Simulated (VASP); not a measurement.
Energy against volume of HfC (rock salt). These are AM05 GGA, VASP's PBE PAW potentials (set 64) (plane waves; VASP 6.6.1) values and carry that method's errors. Numerical set-up: 520 eV cut-off, 14×14×14 Γ-centred mesh, first-order Methfessel-Paxton smearing of 0.10 eV, potentials Hf_pv C.

```json
[
 {"V (Å³/atom)": "11.436", "E (eV/atom)": "-10.82907"},
 {"V (Å³/atom)": "11.801", "E (eV/atom)": "-10.85816"},
 {"V (Å³/atom)": "12.166", "E (eV/atom)": "-10.86698"},
 {"V (Å³/atom)": "12.531", "E (eV/atom)": "-10.85837"}
]
```

Task: Fit these four points and predict the energy of the run at 12.896 Å³/atom.

Result: A cubic in V^(−2/3), the third-order Birch-Murnaghan form, passes through the four points with V0 = 12.16 Å³/atom and B0 = 255 GPa, and gives -10.8348 eV/atom there. The run gave -10.8348 eV/atom, +0.0 meV/atom from the fit; all five points give B0 = 255 GPa.

The compound is HfC in the rock salt structure. It was relaxed first.
